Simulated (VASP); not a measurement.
An input for Ansatz (written as the equivalent of a VASP run, and not itself run):

Ansatz 0.2 input:
```yaml
crystal:
  lattice:
    - [0.0000000, 2.3092621, 2.3092621]
    - [2.3092621, 0.0000000, 2.3092621]
    - [2.3092621, 2.3092621, 0.0000000]
  atoms:
    - { symbol: Ca, position: [0.0000000, 0.0000000, 0.0000000] }
    - { symbol: O, position: [0.5000000, 0.5000000, 0.5000000] }
kpoints:
  mp_grid: { grid: [10, 10, 10] }
hamiltonian:
  xc: pbe
  pseudopotentials: { kind: paw }
scf:
  occupations: { method: gaussian, width: 0.05 }
  max_iter: 100
relax:
  max_steps: 40
  f_tol: 0.02
  cell: { p_target: 30 }
output: { forces: true, stress: true, eigenvalues: true }
```

Translate this input to VASP (INCAR, KPOINTS, POSCAR, choice of POTCAR).

This is not unique; one that fits is 
INCAR:
```
NELM  =  100
EDIFFG  =  -0.02   ! ionic stop
GGA  =  PE
PREC  =  Accurate
IBRION  =  2   ! conjugate gradients
LASPH  =  .True.
ALGO  =  Normal   ! blocked Davidson
EDIFF  =  1E-6
LWAVE  =  .False.
ISIF  =  3
NSW  =  40   ! most ionic steps
LREAL  =  .False.
SYSTEM  =  CaO
PSTRESS  =  300
LCHARG  =  .False.
ISMEAR  =  0   ! Gaussian
ENCUT  =  620   ! plane-wave cut-off (eV)
SIGMA  =  0.05
```

File POSCAR:
```
CaO
1
    0.0000000000     2.3092621471     2.3092621471
    2.3092621471     0.0000000000     2.3092621471
    2.3092621471     2.3092621471     0.0000000000
Ca O
1 1
Direct
  0.0000000000   0.0000000000   0.0000000000
  0.5000000000   0.5000000000   0.5000000000
```

KPOINTS:
```
Automatic mesh
0
Gamma
10 10 10
0 0 0
```

POTCAR, in this order: Ca_sv O (PBE.64 set). Program: vasp_std.

Limits of the translation: each code has its own PAW files, so the cut-off isn't converted (ENCUT is set for VASP's; basis.ecutwfc is left out, and Ansatz then takes the one that its files recommend); Ansatz stops its SCF on the density residual and VASP on the energy change (EDIFF).

The compound is CaO in the rock salt structure. This run relaxes it under an external pressure of 30 GPa. Symmetry was kept, so distortions that lower it aren't found.
